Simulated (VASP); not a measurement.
Method: PBE GGA, VASP's PBE PAW potentials (set 64) (plane waves; VASP).

A VASP calculation is set up with these files.

File POSCAR:
```
SrCl2
1
    0.0000000000     3.5195765731     3.5195765731
    3.5195765731     0.0000000000     3.5195765731
    3.5195765731     3.5195765731     0.0000000000
Sr Cl
1 2
Direct
  0.0000000000   0.0000000000   0.0000000000
  0.2500000000   0.2500000000   0.2500000000
  0.7500000000   0.7500000000   0.7500000000
```

**KPOINTS**
```
Automatic mesh
0
Gamma
6 6 6
0 0 0
```

INCAR:
```
SIGMA=0.05
EDIFF=1E-7   ! SCF stop (eV)
ISIF=2   ! forces and stress, cell fixed
NELM=100
SYSTEM=SrCl2
ENCUT=480   ! plane-wave cut-off (eV)
ISMEAR=0   ! Gaussian
LWAVE=.False.
LCHARG=.False.
LREAL=.False.
PREC=Accurate
ALGO=Normal
LMAXMIX=4
GGA=PE
LASPH=.True.   ! aspherical one-centre terms
```

POTCAR, in this order: Sr_sv Cl (PBE.64 set). Program: vasp_std.

The resulting files:

**OSZICAR**
```
       N       E                     dE             d eps       ncg     rms          rms(c)
DAV:   1     0.153195092014E+03    0.15320E+03   -0.11146E+04   512   0.125E+03
DAV:   2    -0.418081208136E+01   -0.15738E+03   -0.15532E+03   720   0.246E+02
DAV:   3    -0.128200949245E+02   -0.86393E+01   -0.86334E+01   632   0.632E+01
DAV:   4    -0.130761477366E+02   -0.25605E+00   -0.25600E+00   944   0.972E+00
DAV:   5    -0.130778402669E+02   -0.16925E-02   -0.16924E-02   664   0.797E-01    0.123E+01
DAV:   6    -0.127719660118E+02    0.30587E+00   -0.82257E-01   664   0.518E+00    0.806E+00
DAV:   7    -0.127817103523E+02   -0.97443E-02   -0.45225E-01   800   0.418E+00    0.212E+00
DAV:   8    -0.127877714543E+02   -0.60611E-02   -0.61275E-02   608   0.149E+00    0.324E-01
DAV:   9    -0.127892460778E+02   -0.14746E-02   -0.26723E-03   752   0.314E-01    0.119E-01
DAV:  10    -0.127906142060E+02   -0.13681E-02   -0.11790E-03   568   0.228E-01    0.314E-02
DAV:  11    -0.127906899490E+02   -0.75743E-04   -0.91275E-05   792   0.555E-02    0.368E-02
DAV:  12    -0.127907009378E+02   -0.10989E-04   -0.15588E-05   600   0.225E-02    0.106E-02
DAV:  13    -0.127907037498E+02   -0.28120E-05   -0.67311E-06   712   0.142E-02    0.377E-03
DAV:  14    -0.127907036744E+02    0.75440E-07   -0.30115E-07   608   0.388E-03
   1 F= -.12790704E+02 E0= -.12790704E+02  d E =-.108161E-22
```

File OUTCAR:
```
------------------------ aborting loop because EDIFF is reached ----------------------------------------
  FORCE on cell =-STRESS in cart. coord.  units (eV):
  Direction    XX          YY          ZZ          XY          YZ          ZX
  --------------------------------------------------------------------------------------
  Total        0.0378407      0.0378407      0.0378407      0.0000000      0.0000000     -0.0000000
  in kB        0.6952938      0.6952938      0.6952938      0.0000000      0.0000000     -0.0000000
  external PRESSURE =       0.6952938 kB  Pullay stress =       0.0000000 kB
  volume of cell :       87.20
      direct lattice vectors                 reciprocal lattice vectors
     0.000000000  3.519576573  3.519576573    -0.142062543  0.142062543  0.142062543
     3.519576573  0.000000000  3.519576573     0.142062543 -0.142062543  0.142062543
     3.519576573  3.519576573  0.000000000     0.142062543  0.142062543 -0.142062543
 POSITION                                       TOTAL-FORCE (eV/Angst)
 -----------------------------------------------------------------------------------
      0.00000      0.00000      0.00000         0.000000     -0.000000     -0.000000
      1.75979      1.75979      1.75979         0.000000      0.000000     -0.000000
      5.27936      5.27936      5.27936        -0.000000      0.000000      0.000000
 -----------------------------------------------------------------------------------
    total drift:                                0.000000      0.000000      0.000000
  FREE ENERGIE OF THE ION-ELECTRON SYSTEM (eV)
  ---------------------------------------------------
  free  energy   TOTEN  =       -12.7907036744 eV

  energy  without entropy=      -12.7907036744  energy(sigma->0) =      -12.79070367
```
(Selected blocks of OUTCAR.)

File OUTCAR:
```
 val. band max:       -0.0195806073   @ k =   0.5000   0.5000   0.0000

 cond. band min:       5.2148326277   @ k =   0.0000   0.0000   0.0000


 Fermi energy:         0.3159646245

 k-point     1 :       0.0000    0.0000    0.0000
  band No.  band energies     occupation
      1     -32.9964      2.00000
      2     -14.9763      2.00000
      3     -14.9763      2.00000
      4     -14.9763      2.00000
      5     -13.2440      2.00000
      6     -12.4474      2.00000
      7      -2.0545      2.00000
      8      -2.0545      2.00000
      9      -2.0545      2.00000
     10      -0.3462      2.00000
     11      -0.3462      2.00000
     12      -0.3462      2.00000
     13       5.2148      0.00000
     14       6.0832      0.00000
     15       6.0832      0.00000
     16       8.9697      0.00000

 k-point     2 :       0.1667    0.0000    0.0000
  band No.  band energies     occupation
      1     -32.9957      2.00000
      2     -15.0477      2.00000
      3     -14.9794      2.00000
      4     -14.9794      2.00000
      5     -13.1133      2.00000
      6     -12.5007      2.00000
      7      -1.9575      2.00000
      8      -1.9575      2.00000
      9      -1.8809      2.00000
     10      -0.6457      2.00000
     11      -0.4881      2.00000
     12      -0.4881      2.00000
     13       5.7959      0.00000
     14       6.2767      0.00000
     15       6.2767      0.00000
     16       7.9461      0.00000

 k-point     3 :       0.3333    0.0000    0.0000
  band No.  band energies     occupation
      1     -32.9944      2.00000
      2     -15.1656      2.00000
      3     -14.9853      2.00000
      4     -14.9853      2.00000
      5     -12.9110      2.00000
      6     -12.5651      2.00000
      7      -1.7115      2.00000
      8      -1.7115      2.00000
      9      -1.5514      2.00000
     10      -1.1448      2.00000
     11      -0.8054      2.00000
     12      -0.8054      2.00000
     13       6.5782      0.00000
...
```

The compound is SrCl2 in the fluorite structure. It was relaxed first.
